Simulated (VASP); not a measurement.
Input for VASP

### INCAR
```
ALGO  =  Normal
EDIFF  =  1E-6
ENCUT  =  300
GGA  =  PS
ISIF  =  2
ISMEAR  =  -1
LASPH  =  .True.
LCHARG  =  .False.
LMAXMIX  =  6
LREAL  =  .False.
LWAVE  =  .False.
NELM  =  100
PREC  =  Accurate
SIGMA  =  0.05
SYSTEM  =  Nb6PtAu
```

KPOINTS:
```
K-points
0
Gamma
  3 3 3
```

File POSCAR:
```
Nb6PtAu
1
    5.1461770000     0.0000000000     0.0000000000
    0.0000000000     5.1461770000     0.0000000000
    0.0000000000     0.0000000000     5.1461770000
Nb Pt Au
6 1 1
Direct
  0.0000000000   0.5000000000   0.7539400000
  0.0000000000   0.5000000000   0.2460600000
  0.7539400000   0.0000000000   0.5000000000
  0.2460600000   0.0000000000   0.5000000000
  0.5000000000   0.7539400000   0.0000000000
  0.5000000000   0.2460600000   0.0000000000
  0.0000000000   0.0000000000   0.0000000000
  0.5000000000   0.5000000000   0.5000000000
```

POTCAR, in this order: Nb_sv Pt Au (PBE.64 set). Program: vasp_std.

Task: Translate this PBEsol calculation to Quantum ESPRESSO's pw.x.

Result: One equivalent input (not run):
```
&CONTROL
  calculation = 'scf'
  pseudo_dir = './pseudo'
  outdir = './out'
  tprnfor = .true.
  tstress = .true.
/
&SYSTEM
  ibrav = 0
  nat = 8
  ntyp = 3
  ecutwfc = 84
  occupations = 'smearing'
  smearing = 'fermi-dirac'
  degauss = 0.003675
  input_dft = 'pbesol'
/
&ELECTRONS
  conv_thr = 7.3e-08
  electron_maxstep = 100
/
ATOMIC_SPECIES
  Nb 92.906 Nb.upf
  Pt 195.084 Pt.upf
  Au 196.967 Au.upf
CELL_PARAMETERS angstrom
     5.1461770    0.0000000    0.0000000
     0.0000000    5.1461770    0.0000000
     0.0000000    0.0000000    5.1461770
ATOMIC_POSITIONS crystal
  Nb   0.0000000  0.5000000  0.7539400
  Nb   0.0000000  0.5000000  0.2460600
  Nb   0.7539400  0.0000000  0.5000000
  Nb   0.2460600  0.0000000  0.5000000
  Nb   0.5000000  0.7539400  0.0000000
  Nb   0.5000000  0.2460600  0.0000000
  Pt   0.0000000  0.0000000  0.0000000
  Au   0.5000000  0.5000000  0.5000000
K_POINTS automatic
  3 3 3 0 0 0
```
What does not carry over: the potentials are each code's own (VASP's PAW set, PseudoDojo norm-conserving files in pw.x), so ENCUT and ecutwfc are chosen apart and not converted; conv_thr bounds pw.x's estimated SCF error, while EDIFF bounds the energy change between steps.

The structure comes from a computed database's Nb6PtAu entry (Pm-3); how it stands against other phases isn't given here. The cell was not relaxed at this level. The k-mesh is coarse (spacing up to 0.41 per Å, 2π included), so the numbers may not be converged in it. The run is one of a series of settings (KPOINTS 3×3×3 Γ-centred mesh against the base run), some of them coarse on purpose.
